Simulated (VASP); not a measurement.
All values below come from r2SCAN meta-GGA, VASP's PBE PAW potentials (set 64) (plane waves; VASP).

The input files of a VASP run:

File POSCAR:
```
GdN
1
    0.0000000000     2.4900000000     2.4900000000
    2.4900000000     0.0000000000     2.4900000000
    2.4900000000     2.4900000000     0.0000000000
Gd N
1 1
Direct
  0.0000000000   0.0000000000   0.0000000000
  0.5000000000   0.5000000000   0.5000000000
```

INCAR:
```
# general
SYSTEM  = GdN
PREC    = Accurate
ENCUT   = 520   # plane-wave cut-off (eV)
LREAL   = .FALSE.   # projection in real space or not
LASPH   = .TRUE.

# electronic loop
EDIFF   = 1E-6   # SCF stop (eV)
NELM    = 100
ALGO    = Normal   # blocked Davidson
LMAXMIX = 6
LMIXTAU = .TRUE.

# smearing
ISMEAR  = 0   # Gaussian
SIGMA   = 0.05   # width (eV)

# functional
METAGGA = R2SCAN

# ions
IBRION  = 2
NSW     = 60   # most ionic steps
ISIF    = 3   # ions, shape and volume
EDIFFG  = -0.01   # ionic stop

# output
LWAVE   = .FALSE.
LCHARG  = .FALSE.
```

**KPOINTS**
```
Regular mesh
0
gamma
  8 8 8
```

POTCAR, in this order: Gd_3 N (PBE.64 set). Program: vasp_std.

Output

File OSZICAR:
```
       N       E                     dE             d eps       ncg     rms          rms(c)
DAV:   1     0.140812418267E+02    0.14081E+02   -0.72903E+03   638   0.123E+03
DAV:   2    -0.455716360783E+02   -0.59653E+02   -0.53737E+02   793   0.233E+02
DAV:   3    -0.487640780665E+02   -0.31924E+01   -0.30909E+01   843   0.446E+01
DAV:   4    -0.488074711320E+02   -0.43393E-01   -0.43282E-01   842   0.474E+00
DAV:   5    -0.488080991053E+02   -0.62797E-03   -0.62771E-03   857   0.460E-01    0.294E+01
DAV:   6    -0.432617678999E+02    0.55463E+01   -0.14536E+01   798   0.260E+01    0.237E+01
DAV:   7    -0.434947610897E+02   -0.23299E+00   -0.69831E-01   722   0.816E+00    0.151E+01
DAV:   8    -0.436670658282E+02   -0.17230E+00   -0.44818E-01   689   0.845E+00    0.226E+00
DAV:   9    -0.435661030662E+02    0.10096E+00   -0.25620E-01   653   0.700E+00    0.163E+00
DAV:  10    -0.435893832482E+02   -0.23280E-01   -0.45977E-02   823   0.163E+00    0.286E-01
DAV:  11    -0.435815072837E+02    0.78760E-02   -0.39261E-03   707   0.742E-01    0.133E-01
DAV:  12    -0.435892937947E+02   -0.77865E-02   -0.48849E-03   704   0.713E-01    0.112E-01
DAV:  13    -0.435896831958E+02   -0.38940E-03   -0.54586E-04   752   0.245E-01    0.332E-02
DAV:  14    -0.435896558772E+02    0.27319E-04   -0.36945E-05   748   0.673E-02    0.283E-02
DAV:  15    -0.435897500374E+02   -0.94160E-04   -0.32636E-05   686   0.738E-02    0.215E-02
DAV:  16    -0.435897104382E+02    0.39599E-04   -0.70036E-05   772   0.477E-02    0.627E-03
DAV:  17    -0.435897250407E+02   -0.14603E-04   -0.22023E-06   624   0.171E-02    0.610E-03
DAV:  18    -0.435897200059E+02    0.50348E-05   -0.35487E-06   647   0.113E-02    0.458E-03
DAV:  19    -0.435897268870E+02   -0.68811E-05   -0.40665E-07   349   0.674E-03    0.124E-03
DAV:  20    -0.435897258725E+02    0.10145E-05   -0.83817E-08   364   0.284E-03    0.430E-04
DAV:  21    -0.435897262795E+02   -0.40696E-06   -0.20160E-08   352   0.188E-03
   1 F= -.43589726E+02 E0= -.43589726E+02  d E =-.435897E+02
       N       E                     dE             d eps       ncg     rms          rms(c)
DAV:   1    -0.436106657974E+02   -0.20940E-01   -0.54895E-01   662   0.689E+00    0.186E+00
DAV:   2    -0.435925458650E+02    0.18120E-01   -0.74485E-02   740   0.199E+00    0.608E-01
DAV:   3    -0.435896719051E+02    0.28740E-02   -0.82659E-03   786   0.797E-01    0.568E-01
DAV:   4    -0.435884697211E+02    0.12022E-02   -0.42034E-03   754   0.677E-01    0.219E-01
DAV:   5    -0.435871867449E+02    0.12830E-02   -0.18580E-03   676   0.481E-01    0.616E-02
DAV:   6    -0.435885286876E+02   -0.13419E-02   -0.81122E-04   665   0.344E-01    0.726E-02
DAV:   7    -0.435884863338E+02    0.42354E-04   -0.56705E-05   767   0.706E-02    0.787E-03
DAV:   8    -0.435884975535E+02   -0.11220E-04   -0.64758E-06   680   0.343E-02    0.375E-03
DAV:   9    -0.435884670045E+02    0.30549E-04   -0.53707E-06   692   0.283E-02    0.767E-03
DAV:  10    -0.435884811215E+02   -0.14117E-04   -0.16563E-06   657   0.165E-02    0.984E-04
DAV:  11    -0.435884803369E+02    0.78454E-06   -0.28122E-08   358   0.203E-03
   2 F= -.43588480E+02 E0= -.43588480E+02  d E =0.124594E-02
       N       E                     dE             d eps       ncg     rms          rms(c)
DAV:   1    -0.435983885866E+02   -0.99075E-02   -0.18410E-01   662   0.399E+00    0.108E+00
DAV:   2    -0.435923217167E+02    0.60669E-02   -0.25208E-02   743   0.115E+00    0.356E-01
DAV:   3    -0.435916144127E+02    0.70730E-03   -0.28799E-03   786   0.461E-01    0.334E-01
DAV:   4    -0.435910482548E+02    0.56616E-03   -0.14116E-03   759   0.389E-01    0.126E-01
DAV:   5    -0.435909451198E+02    0.10314E-03   -0.60904E-04   700   0.266E-01    0.355E-02
DAV:   6    -0.435911114138E+02   -0.16629E-03   -0.29283E-04   671   0.194E-01    0.414E-02
DAV:   7    -0.435911309140E+02   -0.19500E-04   -0.16033E-05   727   0.395E-02    0.436E-03
DAV:   8    -0.435911252584E+02    0.56556E-05   -0.18456E-06   678   0.183E-02    0.177E-03
DAV:   9    -0.435911434591E+02   -0.18201E-04   -0.16741E-06   660   0.157E-02    0.391E-03
DAV:  10    -0.435911367292E+02    0.67299E-05   -0.38776E-07   364   0.818E-03    0.126E-03
DAV:  11    -0.435911370083E+02   -0.27907E-06   -0.22611E-08   340   0.177E-03
   3 F= -.43591137E+02 E0= -.43591137E+02  d E =-.141073E-02
```

**OUTCAR**
```
------------------------ aborting loop because EDIFF is reached ----------------------------------------
  FORCE on cell =-STRESS in cart. coord.  units (eV):
  Direction    XX          YY          ZZ          XY          YZ          ZX
  --------------------------------------------------------------------------------------
  Total       -0.0079647     -0.0079647     -0.0079647      0.0000000     -0.0000000      0.0000000
  in kB       -0.4171545     -0.4171545     -0.4171545      0.0000000     -0.0000000      0.0000000
  external PRESSURE =      -0.4171545 kB  Pullay stress =       0.0000000 kB
  volume of cell :       30.59
      direct lattice vectors                 reciprocal lattice vectors
    -0.000000000  2.482276710  2.482276710    -0.201427987  0.201427987  0.201427987
     2.482276710 -0.000000000  2.482276710     0.201427987 -0.201427987  0.201427987
     2.482276710  2.482276710  0.000000000     0.201427987  0.201427987 -0.201427987
 POSITION                                       TOTAL-FORCE (eV/Angst)
 -----------------------------------------------------------------------------------
      0.00000      0.00000      0.00000         0.000000     -0.000000      0.000000
      2.48228      2.48228      2.48228        -0.000000      0.000000     -0.000000
 -----------------------------------------------------------------------------------
    total drift:                                0.000000      0.000000      0.000000
  FREE ENERGIE OF THE ION-ELECTRON SYSTEM (eV)
  ---------------------------------------------------
  free  energy   TOTEN  =       -43.5911370083 eV

  energy  without entropy=      -43.5911369934  energy(sigma->0) =      -43.59113700

 reached required accuracy - stopping structural energy minimisation
```
(Selected blocks of OUTCAR.)

CONTCAR:
```
GdN
   1.00000000000000
    -0.0000000000000000    2.4822767097505261    2.4822767097505261
     2.4822767097505261   -0.0000000000000000    2.4822767097505261
     2.4822767097505261    2.4822767097505261    0.0000000000000000
  Gd              N
     1     1
Direct
     0.0000000000000000    0.0000000000000000    0.0000000000000000
     0.5000000000000000    0.5000000000000000    0.5000000000000000
```

**OUTCAR**
```
 val. band max:        3.8829469541   @ k =   0.0000   0.0000   0.0000

 cond. band min:       4.1993087337   @ k =   0.5000   0.5000   0.0000


 Fermi energy:         4.0411270248

 k-point     1 :       0.0000    0.0000    0.0000
  band No.  band energies     occupation
      1     -16.5758      2.00000
      2     -16.5758      2.00000
      3     -16.5758      2.00000
      4      -9.7579      2.00000
      5       3.8829      1.99999
      6       3.8829      1.99999
      7       3.8829      1.99999
      8       7.2718      0.00000
      9       7.2718      0.00000
     10       7.2718      0.00000
     11       8.3111      0.00000

 k-point     2 :       0.1250    0.0000    0.0000
  band No.  band energies     occupation
      1     -16.8115      2.00000
      2     -16.5897      2.00000
      3     -16.5897      2.00000
      4      -9.4516      2.00000
      5       2.9785      2.00000
      6       3.3502      2.00000
      7       3.3502      2.00000
      8       7.4084      0.00000
      9       7.6771      0.00000
     10       7.6771      0.00000
     11       9.1461      0.00000

 k-point     3 :       0.2500    0.0000    0.0000
  band No.  band energies     occupation
      1     -17.3173      2.00000
      2     -16.6229      2.00000
      3     -16.6229      2.00000
      4      -8.7615      2.00000
      5       1.4478      2.00000
      6       2.4173      2.00000
      7       2.4173      2.00000
      8       7.8994      0.00000
      9       8.7318      0.00000
     10       8.7318      0.00000
     11       9.6279      0.00000

 k-point     4 :       0.3750    0.0000    0.0000
  band No.  band energies     occupation
      1     -17.7590      2.00000
      2     -16.6556      2.00000
      3     -16.6556      2.00000
      4      -8.1059      2.00000
      5       0.2534      2.00000
      6       1.7222      2.00000
      7       1.7222      2.00000
      8       8.9700      0.00000
      9       9.6487      0.00000
...
```

The 4f electrons are frozen in the core of the lanthanide potential, so 4f levels, which can set the real gap, and their magnetism are missing.

The compound is GdN in the rock salt structure. This run relaxes it. Symmetry was kept, so distortions that lower it aren't found.
